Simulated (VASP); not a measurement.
Here is the system:

```
Pb
1.0
    0.00000     2.47500     2.47500
    2.47500     0.00000     2.47500
    2.47500     2.47500     0.00000
Pb
1
Cartesian
  0.00000   0.00000   0.00000
```

These are PBE GGA, VASP's PBE PAW potentials (set 64) (plane waves; VASP 6.6.1) values and carry that method's errors. Settings: 480 eV cut-off, 11×11×11 Γ-centred mesh, first-order Methfessel-Paxton smearing of 0.10 eV, potentials Pb.

Energy and stress use the plane-wave basis of the starting cell.

Q: The ions, cell shape and volume are relaxed. Which structure does the run end with?

A: 
```
Pb
1.0
    0.00000     2.50989     2.50989
    2.50989     0.00000     2.50989
    2.50989     2.50989     0.00000
Pb
1
Direct
  0.00000   0.00000   0.00000
```
Space group Fm-3m (225), at a tolerance of 0.03 Å.

Q: How do energy and volume change from the first to the last step?

A: The energy (σ→0) changes by -8.0 meV/atom and the volume by +4.3 %, in 3 ionic steps.

The compound is Pb in the fcc structure. This run relaxes it. Symmetry was kept, so distortions that lower it aren't found.
